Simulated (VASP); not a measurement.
An input for Ansatz (written as the equivalent of a VASP run, and not itself run):

Ansatz 0.2 input:
```yaml
crystal:
  lattice:
    - [2.1389607, -3.7047884, 0.0000000]
    - [2.1389607, 3.7047884, 0.0000000]
    - [0.0000000, 0.0000000, 5.9296445]
  atoms:
    - { symbol: Te, position: [0.0000000, 0.2871729, 0.6666670] }
    - { symbol: Te, position: [0.7128271, 0.7128271, 0.0000000] }
    - { symbol: Te, position: [0.2871729, 0.0000000, 0.3333330] }
kpoints:
  mp_grid: { grid: [6, 6, 4] }
hamiltonian:
  xc: lda
  pseudopotentials: { kind: paw }
scf:
  occupations: { method: gaussian, width: 0.05 }
  max_iter: 100
relax:
  max_steps: 40
  f_tol: 0.02
  cell: { p_target: 5 }
output: { forces: true, stress: true, eigenvalues: true }
```

Task: Write the VASP files for the same calculation (LDA).

Result: Several could match; the one computed here: 
### POSCAR
```
Te
1
    2.1389607205    -3.7047883784     0.0000000000
    2.1389607205     3.7047883784    -0.0000000000
   -0.0000000000     0.0000000000     5.9296445272
Te
3
Direct
  0.0000000000   0.2871728837   0.6666670000
  0.7128271163   0.7128271163   0.0000000000
  0.2871728837   0.0000000000   0.3333330000
```

**INCAR**
```
SYSTEM = Te
PREC = Accurate
ENCUT = 500
EDIFF = 1E-6
NELM = 100
ALGO = Normal
LREAL = .FALSE.
LASPH = .TRUE.
ISMEAR = 0
SIGMA = 0.05
LMAXMIX = 4
LWAVE = .FALSE.
LCHARG = .FALSE.
IBRION = 2
ISIF = 3
NSW = 40
EDIFFG = -0.02
PSTRESS = 50
```

**KPOINTS**
```
kpoints
0
G
6 6 4
```

POTCAR, in this order: Te (LDA.64 set). Program: vasp_std.

What does not carry over: each code has its own PAW files, so the cut-off isn't converted (ENCUT is set for VASP's; basis.ecutwfc is left out, and Ansatz then takes the one that its files recommend); Ansatz stops its SCF on the density residual and VASP on the energy change (EDIFF); Ansatz's lda is the Perdew-Wang form, while the LDA potentials of VASP carry Perdew-Zunger's.

The compound is Te in the trig structure. This run relaxes it under an external pressure of 5 GPa. Symmetry was kept, so distortions that lower it aren't found.
